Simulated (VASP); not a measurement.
# OAlClH2 in VASP: notebook

One molecule, OAlClH2, is run at these levels: BLYP+D3(BJ), r2SCAN, SCAN, PBE; tasks: single point.

Everything below comes from runs of VASP 6.6.1. Logs are shortened: lines on timing, memory, paths and dates and some standing lists are left out, and cuts for length are marked.

### 1 The structure

The cell holds a molecule in a box, 5 atoms: a = 13.000 Å, b = 13.000 Å, c = 11.000 Å, α = 90.00°, β = 90.00°, γ = 90.00°.

### 2 Single point, BLYP+D3(BJ)

Contents of INCAR:

```
PREC = Accurate
ENCUT = 520
EDIFF = 1E-6
ISMEAR = 0
SIGMA = 0.01
LREAL = F
LASPH = T
NELM = 60
ALGO = Fast
ISIF = 2
LWAVE = F
LCHARG = F
GGA = B5
ALDAX = 1.0
AGGAX = 1.0
AGGAC = 1.0
ALDAC = 0.0
IVDW = 12
VDW_S6 = 1.0
VDW_S8 = 2.6996
VDW_A1 = 0.4298
VDW_A2 = 4.2359
NBANDS = 17
```

Contents of KPOINTS:

```
regular mesh
0
Gamma
  1 1 1
```

Contents of POSCAR:

```
AlH2ClO
1.0
   13.0000000000      0.0000000000      0.0000000000
    0.0000000000     13.0000000000      0.0000000000
    0.0000000000      0.0000000000     11.0000000000
O Al Cl H
1 1 1 2
Cartesian
    5.5959000500      7.0321000100      5.0229500200
    7.1370000000      6.8461000400      5.6748499500
    7.8208999700      4.9357999600      6.2001500000
    4.9864999600      6.3120999500      4.8678500200
    8.0395000400      8.1062000500      5.8795500500
```

Potentials or basis: VASP PAW PBE potentials, release 64 (O, Al, Cl, H).

On the command line:

```console
$ cat potpaw_PBE.64/O/POTCAR potpaw_PBE.64/Al/POTCAR potpaw_PBE.64/Cl/POTCAR potpaw_PBE.64/H/POTCAR > POTCAR
$ mpirun -np 1 vasp_gam > vasp.out
```

OUTCAR:

```text
PREC = Accurate
   ENCUT = 520
   EDIFF = 1E-6
   ISMEAR = 0
   LREAL = F
   LASPH = T
   NELM = 60
   ISIF = 2
   GGA = B5
   IVDW = 12
 IVDW          = 12

 ion  position               nearest neighbor table
   1  0.430  0.541  0.457-   4 0.96   2 1.68
   2  0.549  0.527  0.516-   5 1.56   1 1.68   3 2.10
   3  0.602  0.380  0.564-   2 2.10
   4  0.384  0.486  0.443-   1 0.96
   5  0.618  0.624  0.535-   2 1.56

  LATTYP: Found a simple tetragonal cell.
 ALAT       =    13.0000000000
 C/A-ratio  =     0.8461538462

  Lattice vectors:

 A1 = (  13.0000000000,   0.0000000000,   0.0000000000)
 A2 = (   0.0000000000,  13.0000000000,   0.0000000000)
 A3 = (   0.0000000000,   0.0000000000,  11.0000000000)

Analysis of symmetry for initial positions (statically):
=====================================================================
 Subroutine PRICEL returns:
 Original cell was already a primitive cell.

 Routine SETGRP: Setting up the symmetry group for a
 simple tetragonal supercell.

 Subroutine GETGRP returns: Found  1 space group operations
 (whereof  1 operations were pure point group operations)
 out of a pool of 16 trial point group operations.

The static configuration has the point symmetry C_1 .

Analysis of symmetry for dynamics (positions and initial velocities):
=====================================================================
 Subroutine PRICEL returns:
 Original cell was already a primitive cell.

 Routine SETGRP: Setting up the symmetry group for a
 simple tetragonal supercell.

 Subroutine GETGRP returns: Found  1 space group operations
 (whereof  1 operations were pure point group operations)
 out of a pool of 16 trial point group operations.

The dynamic configuration has the point symmetry C_1 .

 Subroutine INISYM returns: Found  1 space group operations
 (whereof  1 operations are pure point group operations),
 and found     1 'primitive' translations

----------------------------------------------------------------------------------------

                                     Primitive cell

  volume of cell :    1859.0000

  direct lattice vectors                    reciprocal lattice vectors
    13.000000000  0.000000000  0.000000000     0.076923077  0.000000000  0.000000000
     0.000000000 13.000000000  0.000000000     0.000000000  0.076923077  0.000000000
     0.000000000  0.000000000 11.000000000     0.000000000  0.000000000  0.090909091

  length of vectors
    13.000000000 13.000000000 11.000000000     0.076923077  0.076923077  0.090909091

  position of ions in fractional coordinates (direct lattice)
     0.430453850  0.540930770  0.456631820
     0.549000000  0.526623080  0.515895450
     0.601607690  0.379676920  0.563650000
     0.383576920  0.485546150  0.442531820
     0.618423080  0.623553850  0.534504550

  ion indices of the primitive-cell ions
   primitive index   ion index
                 1           1
                 2           2
                 3           3
                 4           4
                 5           5

----------------------------------------------------------------------------------------

 KPOINTS: regular mesh

Automatic generation of k-mesh.
 Grid dimensions read from file:
 generate k-points for:    1    1    1

 Generating k-lattice:

  Cartesian coordinates                     Fractional coordinates (reciprocal lattice)
     0.076923077  0.000000000  0.000000000     1.000000000  0.000000000  0.000000000
     0.000000000  0.076923077  0.000000000     0.000000000  1.000000000  0.000000000
     0.000000000  0.000000000  0.090909091     0.000000000  0.000000000  1.000000000

  Length of vectors
     0.076923077  0.076923077  0.090909091

  Shift w.r.t. Gamma in fractional coordinates (k-lattice)
     0.000000000  0.000000000  0.000000000

 Subroutine IBZKPT returns following result:
 ===========================================

 Found      1 irreducible k-points:

 Following reciprocal coordinates:
            Coordinates               Weight
  0.000000  0.000000  0.000000      1.000000
   k-points           NKPTS =      1   k-points in BZ     NKDIM =      1   number of bands    NBANDS=     17
   number of dos      NEDOS =    301   number of ions     NIONS =      5
   total plane-waves  NPLWV = 806736
   dimension x,y,z NGX =    98 NGY =   98 NGZ =   84
   dimension x,y,z NGXF=   196 NGYF=  196 NGZF=  168
   ions per type =               1   1   1   2
   NGX,Y,Z   is equivalent  to a cutoff of  12.53, 12.53, 12.70 a.u.
   NGXF,Y,Z  is equivalent  to a cutoff of  25.06, 25.06, 25.39 a.u.
 SYSTEM =  unknown system
   PREC   = accura    normal or accurate (medium, high low for compatibility)
   ISTART =      0    job   : 0-new  1-cont  2-samecut
   ICHARG =      2    charge: 1-file 2-atom 10-const
   ISPIN  =      1    spin polarized calculation?
   LNONCOLLINEAR =      F non collinear calculations
   LSORBIT =      F    spin-orbit coupling
   LASPH  =      T    aspherical Exc in radial PAW
   ENCUT  =  520.0 eV  38.22 Ry    6.18 a.u.  24.17 24.17 20.45*2*pi/ulx,y,z
   NELM   =     60;   NELMIN=  2; NELMDL= -5     # of ELM steps
   EDIFF  = 0.1E-05   stopping-criterion for ELM
   LREAL  =      F    real-space projection
   EDIFFG = 0.1E-04   stopping-criterion for IOM
   NSW    =      0    number of steps for IOM
   IBRION =     -1    ionic relax: 0-MD 1-quasi-New 2-CG
   NFREE  =      0    steps in history (QN), initial steepest desc. (CG)
   ISIF   =      2    stress and relaxation
   ISYM   =      2    0-nonsym 1-usesym 2-fastsym
   POTIM  = 0.5000    time-step for ionic-motion
   TEBEG  =    0.0;   TEEND  =   0.0 temperature during run
   PSTRESS=    0.0 pullay stress
   NELECT =      18.0000    total number of electrons
   NUPDOWN=      -1.0000    fix difference up-down
   EMIN   =  10.00;   EMAX   =-10.00  energy-range for DOS
   EFERMI =   0.00;   METHOD = LEGACY
   ISMEAR =     0;   SIGMA  =   0.01  broadening in eV -4-tet -1-fermi 0-gaus
   EFERMI_NEDOS =   21; number of points for ismear=-14 and -15
   IALGO  =     68    algorithm
   IMIX   =      4    mixing-type and parameters
     AMIX     =   0.40;   BMIX     =  1.00
     AMIX_MAG =   1.60;   BMIX_MAG =  1.00
  volume/ion in A,a.u.               =     371.80      2509.03
  Fermi-wavevector in a.u.,A,eV,Ry     =   0.348931  0.659383  1.656545  0.121753
  Thomas-Fermi vector in A             =   1.259573
   LORBIT       =      0    0 simple, 1 ext, 2 COOP (PROOUT), +10 PAW based schemes
   GGA     = B5    functional components
   LHFCALC =     F    Hartree Fock is set to
   AEXX    =    0.0000 exact exchange contribution
   IVDW    =    12    specifies the selected vdW correction
   LEPSILON=     F    determine dielectric tensor
   LRPA    =     F    only Hartree local field effects (RPA)
 non-spin polarized calculation
 RMM-DIIS sequential band-by-band and
 Gauss-broadening in eV      SIGMA  =   0.01
  energy-cutoff  :      520.00
  volume of cell :     1859.00
 maximum number of plane-waves:     25047
 NGX is ok and might be reduce to    98
   NGX = 49   NGY = 49   NGZ = 41

 number of electron      17.9999998 magnetization

 Free energy of the ion-electron system (eV)
  ---------------------------------------------------
  ext. energy  EPLUGINS =         0.00000000
  ---------------------------------------------------
  free energy    TOTEN  =       -21.39642116 eV

  energy without entropy =      -21.39642116  energy(sigma->0) =      -21.39642116

 E-fermi :  -7.2412     XC(G=0):  -0.6442

 val. band max:       -7.3276924654   @ k =   0.0000   0.0000   0.0000
 cond. band min:      -1.2532762154   @ k =   0.0000   0.0000   0.0000
 fundamental gap:      6.0744162500
 Fermi energy:        -7.2412009049

 k-point     1 :       0.0000    0.0000    0.0000
  band No.  band energies     occupation
      1     -24.2252      2.00000
      2     -19.8678      2.00000
      3     -12.4139      2.00000
      4      -9.8244      2.00000
      5      -8.3172      2.00000
      6      -7.9415      2.00000
[... 9 lines left out ...]
     16       0.9616      0.00000
     17       1.1398      0.00000

------------------------ aborting loop because EDIFF is reached ----------------------------------------

 Edisp (eV)   -0.17315

 E8    (eV) :    -0.1181

  FORCE on cell =-STRESS in cart. coord.  units (eV):
  Direction    XX          YY          ZZ          XY          YZ          ZX
  --------------------------------------------------------------------------------------
  -------------------------------------------------------------------------------------
  Total       1.10752     0.79496     0.12193    -0.00653    -0.11949     0.49190
  in kB       0.95452     0.68514     0.10508    -0.00563    -0.10299     0.42395
  external pressure =        0.58 kB  Pullay stress =        0.00 kB

 VOLUME and BASIS-vectors are now :
 -----------------------------------------------------------------------------
  energy-cutoff  :      520.00
  volume of cell :     1859.00
      direct lattice vectors                 reciprocal lattice vectors
    13.000000000  0.000000000  0.000000000     0.076923077  0.000000000  0.000000000
     0.000000000 13.000000000  0.000000000     0.000000000  0.076923077  0.000000000
     0.000000000  0.000000000 11.000000000     0.000000000  0.000000000  0.090909091

 POSITION                                       TOTAL-FORCE (eV/Angst)
 -----------------------------------------------------------------------------------
      5.59590      7.03210      5.02295        -0.095883      0.497258     -0.104897
      7.13700      6.84610      5.67485         0.447274      0.216873      0.153968
      7.82090      4.93580      6.20015         0.116632     -0.286365      0.085268
      4.98650      6.31210      4.86785        -0.457509     -0.438741     -0.128714
      8.03950      8.10620      5.87955        -0.010515      0.010975     -0.005624
 -----------------------------------------------------------------------------------
    total drift:                                0.000098     -0.000582     -0.000346

  FREE ENERGIE OF THE ION-ELECTRON SYSTEM (eV)
  ---------------------------------------------------
  free  energy   TOTEN  =       -21.5695673404 eV

  energy  without entropy=      -21.5695673404  energy(sigma->0) =      -21.56956734
```

Run time: 3.1 min. Hardware: 1 thread of AMD EPYC 9R45 (Zen 5), shared host; peak memory 1.4 GiB.

What came out:

- Free energy: -21.5696 eV
- Largest force: 0.647 eV/Å
- Gap between the frontier levels: 6.07 eV
- Dispersion energy per atom: -0.035 eV

Forces on the atoms (eV/Å):
```
O   -0.096  0.497 -0.105
Al   0.447  0.217  0.154
Cl   0.117 -0.286  0.085
H   -0.458 -0.439 -0.129
H   -0.011  0.011 -0.006
```

Caveat: the PAW data sets were made with another functional, which shifts forces and pressure a little.

### 3 Single point, r2SCAN

Contents of INCAR:

```
SYSTEM = AlH2ClO
ALGO     = Normal         ! electronic algorithm
EDIFF    = 1E-7           ! SCF threshold, eV
ENCUT    = 900            ! plane-wave cutoff, eV
ISIF     = 2              ! what is computed and relaxed
ISMEAR   = 0              ! smearing method
LASPH    = .True.         ! aspherical terms in the spheres
LCHARG   = .True.         ! write CHGCAR
LELF     = .True.         ! ELF
LMIXTAU  = .True.       
LREAL    = .False.        ! projectors in reciprocal space
LVACPOTAV= .True.       
LVHAR    = .True.       
LWAVE    = .False.        ! write WAVECAR
METAGGA  = R2SCAN         ! meta-GGA
NBANDS   = 17             ! bands
NELM     = 80             ! most SCF steps
PREC     = Accurate       ! precision mode
SIGMA    = 0.01           ! smearing width, eV
```

Contents of KPOINTS:

```
k-points
0
Gamma
  1 1 1
  0 0 0
```

POSCAR is that of step 2.

Potentials or basis: VASP PAW PBE potentials, release 64 (O_h, Al, Cl_h, H_h).

On the command line:

```console
$ cat potpaw_PBE.64/O_h/POTCAR potpaw_PBE.64/Al/POTCAR potpaw_PBE.64/Cl_h/POTCAR potpaw_PBE.64/H_h/POTCAR > POTCAR
$ mpirun -np 1 vasp_gam > vasp.out
```

Wall time 13 min (1 thread of AMD EPYC 9R45 (Zen 5), shared host); peak memory 3.5 GiB.

The run converged. Its results:

- Free energy: -30.7072 eV
- Largest force: 0.089 eV/Å
- Gap between the frontier levels: 6.84 eV

Forces in eV/Å, atoms in the order of the input:
```
O    0.030  0.034  0.010
Al   0.073 -0.039  0.033
Cl  -0.021  0.074 -0.017
H   -0.040 -0.027 -0.013
H   -0.042 -0.043 -0.013
```

Levels at points of the mesh, in eV from the valence-band top:
| k point | band 5 | band 6 | band 7 | band 8 | band 9 | band 10 | band 11 | band 12 | band 13 | band 14 |
| --- | --- | --- | --- | --- | --- | --- | --- | --- | --- | --- |
| (0.00, 0.00, 0.00) | -0.99 | -0.63 | -0.49 | -0.17 | 0.00 | 6.84 | 7.17 | 8.18 | 8.41 | 8.83 |

Caveat: the cutoff is under 1.25 times the usual one of these potentials, so pressure, stress and relaxed cells hold a basis-set (Pulay) error; the PAW data sets were made with another functional, which shifts forces and pressure a little.

(Continued in part 2 of 2.)
